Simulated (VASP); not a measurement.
A convergence study with VASP on NiO (rock salt, AFM-II order): one setting is varied, all else stays as given below, so the limit is that of these other settings.

```xyz
4
Lattice="4.1800 2.0900 2.0900 2.0900 4.1800 2.0900 2.0900 2.0900 4.1800" Properties=species:S:1:pos:R:3 pbc="T T T"
Ni     0.0000     0.0000     0.0000
Ni     4.1800     4.1800     4.1800
O      2.0900     2.0900     2.0900
O      6.2700     6.2700     6.2700
```
Starting moments (μB, in the order of the record's atoms Ni Ni O O): 2.0 -2.0 0.0 0.0.

Computed with PBE GGA, VASP's PBE PAW potentials (set 64) (plane waves; VASP 6.6.1). The tightest run used: 700 eV cut-off, 14×14×14 Γ-centred mesh, tetrahedra with Blöchl corrections, potentials Ni O.

Gaps are read on the run's mesh, which can miss a band edge.

Task: The settings run are 3×3×3 mesh; 4×4×4 mesh; 5×5×5 mesh; 6×6×6 mesh; 7×7×7 mesh; 8×8×8 mesh; 9×9×9 mesh; 10×10×10 mesh; 11×11×11 mesh; 12×12×12 mesh; 13×13×13 mesh; 14×14×14 mesh. From which on does the energy per atom stay within 0.001 eV/atom of the tightest run?

Result: From 6×6×6 mesh on: it is off by 0.0002 there and by no more than 0.001 in any finer run, while 5×5×5 mesh is off by 0.0022.
| setting | E (eV/atom) | pressure (GPa) | gap on the mesh (eV) | irreducible k-points | difference judged (eV/atom) |
|---|---|---|---|---|---|
| 3×3×3 mesh | -5.8771 | 0.97 | 1.346 | 6 | 0.0036 |
| 4×4×4 mesh | -5.8645 | 1.77 | 0.954 | 13 | 0.0090 |
| 5×5×5 mesh | -5.8713 | 1.40 | 1.003 | 19 | 0.0022 |
| 6×6×6 mesh | -5.8737 | 1.34 | 1.002 | 32 | 0.0002 |
| 7×7×7 mesh | -5.8736 | 1.38 | 1.043 | 44 | 0.0001 |
| 8×8×8 mesh | -5.8734 | 1.40 | 0.938 | 65 | 0.0001 |
| 9×9×9 mesh | -5.8735 | 1.40 | 0.936 | 85 | 0.0000 |
| 10×10×10 mesh | -5.8735 | 1.39 | 0.927 | 116 | 0.0000 |
| 11×11×11 mesh | -5.8735 | 1.39 | 0.956 | 146 | 0.0000 |
| 12×12×12 mesh | -5.8735 | 1.39 | 0.926 | 189 | 0.0000 |
| 13×13×13 mesh | -5.8735 | 1.39 | 0.923 | 231 | 0.0000 |
| 14×14×14 mesh | -5.8735 | 1.39 | 0.915 | 288 | 0.0000 |

Left out are rungs that failed or repeat a setting and relaxations that didn't move; long series are thinned to 24 rows.

The compound is NiO in the rock salt, AFM-II order structure. The cell was not relaxed at this level. The spin order is the one that the start imposed; others were not tried in this run.
